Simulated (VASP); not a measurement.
A run of VASP 6.6.1:

File INCAR:

```
ALGO = Fast
DIPOL = 0.5 0.5 0.505
EDIFF = 1E-6
ENCUT = 520
GGA = PE
IDIPOL = 3
ISIF = 2
ISMEAR = 0
LASPH = T
LCHARG = F
LDIPOL = T
LREAL = F
LWAVE = F
NBANDS = 17
NELM = 80
PREC = Accurate
SIGMA = 0.1
```

Contents of KPOINTS:

```
k-points
0
Gamma
  3 3 1
```

POSCAR

```
HfSb2
1.0
    6.1461250000      0.0000000000      0.0000000000
   -3.0730620000      5.3227000000      0.0000000000
    0.0000000000      0.0000000000     15.0000000000
Hf Sb
1 2
Direct
    0.0000000000      0.0000000000      0.4848738400
    0.3333333300      0.6666666700      0.5151261600
    0.6666666700      0.3333333300      0.5151261600
```

Potentials or basis: VASP PAW PBE potentials, release 64 (Hf_pv, Sb).

Command:

```sh
$ cat potpaw_PBE.64/Hf_pv/POTCAR potpaw_PBE.64/Sb/POTCAR > POTCAR
$ mpirun -np 1 vasp_std > vasp.out
```

Hardware: 1 thread of AMD EPYC 9R45 96-Core Processor (Zen 5), on a shared host.

Question: How long does it take, and how much memory?

Answer: It took 43 s on 1 thread of AMD EPYC 9R45 96-Core Processor (Zen 5), with other jobs on the host, peak memory 0.53 GiB. Counts: scf iterations 27, k points 3.
